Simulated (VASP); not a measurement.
Here is the system:

```xyz
1
Lattice="0.0000 2.7285 2.7285 2.7285 0.0000 2.7285 2.7285 2.7285 0.0000" Properties=species:S:1:pos:R:3 pbc="T T T"
Ca     0.0000     0.0000     0.0000
```

Calculation: PBEsol GGA, VASP's PBE PAW potentials (set 64) (plane waves; VASP 6.6.1). Run with 400 eV cut-off, Gaussian smearing of 0.050 eV, potentials Ca_sv.

Problem. Estimate the band gap (along the path) with the smallest direct gap where there is one.

Solution. 
- band gap (along the path): none (metal, semimetal or under 0.01 eV)

Total energies compare only between runs with the same potentials, cut-off and functional.

The compound is Ca in the fcc structure. It was relaxed first, which changed the volume by -6 %.
